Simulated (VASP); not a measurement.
Calculation: PBEsol GGA, VASP's PBE PAW potentials (set 64) (plane waves; VASP).

A VASP calculation is set up with these files.

KPOINTS:
```
k-points along high-symmetry lines
15
Line-mode
Reciprocal
  0.000000   0.000000   0.000000 ! GAMMA
 -0.500000  -0.500000   0.000000 ! X

 -0.500000  -0.500000   0.000000 ! X
 -0.375000  -0.375000   0.250000 ! U

 -0.375000  -0.000000   0.375000 ! K
  0.000000   0.000000   0.000000 ! GAMMA

  0.000000   0.000000   0.000000 ! GAMMA
  0.000000   0.000000   0.500000 ! L

  0.000000   0.000000   0.500000 ! L
 -0.500000  -0.250000   0.250000 ! W

 -0.500000  -0.250000   0.250000 ! W
 -0.500000  -0.500000   0.000000 ! X
```

### INCAR
```
SYSTEM = CdS
PREC = Accurate
ENCUT = 400
EDIFF = 1E-7
NELM = 100
ALGO = Normal
LREAL = .FALSE.
LASPH = .TRUE.
ISMEAR = 0
SIGMA = 0.05
GGA = PS
LMAXMIX = 4
LWAVE = .FALSE.
LCHARG = .FALSE.
LORBIT = 11
ICHARG = 11
```

**POSCAR**
```
CdS
1
   -0.0000000000     2.9132300781     2.9132300781
    2.9132300781     0.0000000000     2.9132300781
    2.9132300781     2.9132300781    -0.0000000000
Cd S
1 1
Direct
  1.0000000000   0.0000000000   1.0000000000
  0.2500000000   0.2500000000   0.2500000000
```

POTCAR, in this order: Cd S (PBE.64 set). Program: vasp_std. Read from the step before: CHGCAR.

Output

**OSZICAR**
```
       N       E                     dE             d eps       ncg     rms          rms(c)
DAV:   1     0.923033250268E+02    0.92303E+02   -0.81585E+03  2428   0.102E+03
DAV:   2    -0.241477782573E+01   -0.94718E+02   -0.90602E+02  2825   0.273E+02
DAV:   3    -0.599081228954E+01   -0.35760E+01   -0.35684E+01  2680   0.553E+01
DAV:   4    -0.601391986966E+01   -0.23108E-01   -0.23105E-01  2725   0.436E+00
DAV:   5    -0.601423166055E+01   -0.31179E-03   -0.31179E-03  2715   0.478E-01
DAV:   6    -0.601423789713E+01   -0.62366E-05   -0.62365E-05  2755   0.634E-02
DAV:   7    -0.601423805031E+01   -0.15318E-06   -0.15320E-06  2710   0.909E-03
DAV:   8    -0.601423805420E+01   -0.38960E-08   -0.38986E-08  1989   0.140E-03
   1 F= -.60142381E+01 E0= -.60142381E+01  d E =-.628344E-13
```

OUTCAR:
```
 val. band max:        1.2415905681   @ k =   0.0000   0.0000   0.0000

 cond. band min:       2.2550707377   @ k =   0.0000   0.0000   0.0000



 k-point     1 :       0.0000    0.0000    0.0000
  band No.  band energies     occupation
      1     -11.1652      2.00000
      2      -6.4987      2.00000
      3      -6.4987      2.00000
      4      -6.4987      2.00000
      5      -6.0049      2.00000
      6      -6.0049      2.00000
      7       1.2416      2.00000
      8       1.2416      2.00000
      9       1.2416      2.00000
     10       2.2551      0.00000
     11       7.6844      0.00000
     12       7.6844      0.00000
     13       7.6844      0.00000

 k-point     2 :      -0.0357   -0.0357    0.0000
  band No.  band energies     occupation
      1     -11.1579      2.00000
      2      -6.4955      2.00000
      3      -6.4950      2.00000
      4      -6.4950      2.00000
      5      -6.0069      2.00000
      6      -6.0038      2.00000
      7       1.0779      2.00000
      8       1.2115      2.00000
      9       1.2115      2.00000
     10       2.4297      0.00000
     11       7.6128      0.00000
     12       7.7241      0.00000
     13       7.7241      0.00000

 k-point     3 :      -0.0714   -0.0714    0.0000
  band No.  band energies     occupation
      1     -11.1363      2.00000
      2      -6.4857      2.00000
      3      -6.4838      2.00000
      4      -6.4838      2.00000
      5      -6.0115      2.00000
      6      -6.0008      2.00000
      7       0.7435      2.00000
      8       1.1244      2.00000
      9       1.1244      2.00000
     10       2.7952      0.00000
     11       7.4180      0.00000
     12       7.8409      0.00000
     13       7.8409      0.00000

 k-point     4 :      -0.1071   -0.1071    0.0000
  band No.  band energies     occupation
      1     -11.1015      2.00000
      2      -6.4687      2.00000
      3      -6.4652      2.00000
      4      -6.4652      2.00000
...
```

The density is held fixed in this step, so its total energy and stress have no physical meaning.

The compound is CdS in the zinc blende structure, a metastable form; wurtzite is the usual one. It was relaxed first.
